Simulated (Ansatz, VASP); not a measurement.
## BiB in VASP and in Ansatz

```
B Bi
1.0
     0.00000    2.62683    2.62683
     2.62683    0.00000    2.62683
     2.62683    2.62683    0.00000
B Bi
1 1
Cartesian
  0.0000 0.0000 0.0000
  2.6268 2.6268 2.6268
```

Alike in both runs: task single point; functional PBEsol; k mesh 6 × 6 × 6; no spin polarisation.

```csv
,VASP,Ansatz
version,VASP 6.6.1,Ansatz 0.2.0
potentials or method,"VASP PAW PBE potentials, release 64 (B, Bi_d)",plane waves
plane-wave cutoff (eV),520,420
occupations,"gaussian, width 0.01 eV",fixed
valence electrons in the cell,18,18
```

Ansatz gave:

* pressure (GPa): -2.3

Question: Which values does VASP return?

Answer: Pressure (GPa): -2.1.

Ansatz warned: «band_overlap_at_count».

Caveats: the PAW data sets were made with another functional, which shifts forces and pressure a little (VASP).
